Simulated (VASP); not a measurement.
# FePt (L1_0): computed properties

All values below come from r2SCAN meta-GGA, VASP's PBE PAW potentials (set 64) (plane waves; VASP 6.6.1).

- space group: P4/mmm (123)
- cell: a = 2.732 Å, b = 2.732 Å, c = 3.726 Å, α = 90.00°, β = 90.00°, γ = 90.00°
- volume per atom: 13.91 Å^3/atom
- band gap (over mesh and band path): none (metal, semimetal or under 0.01 eV)
- cell moment: 3.53 μB
- density: 14.98 g/cm³

```yaml
crystal:
  lattice:
    - [2.73225, 0.00000, 0.00000]
    - [0.00000, 2.73225, 0.00000]
    - [0.00000, 0.00000, 3.72574]
  atoms:
    - { symbol: Fe, position: [0.00000, 0.00000, 0.00000], spin: 3.3 }
    - { symbol: Pt, position: [0.50000, 0.50000, 0.50000], spin: 0.3 }
```

Unless said otherwise, spin-orbit coupling is left out, though it shifts the bands of the heavy elements here.

The compound is FePt in the L1_0 structure. It was relaxed first. Symmetry was kept, so distortions that lower it aren't found.
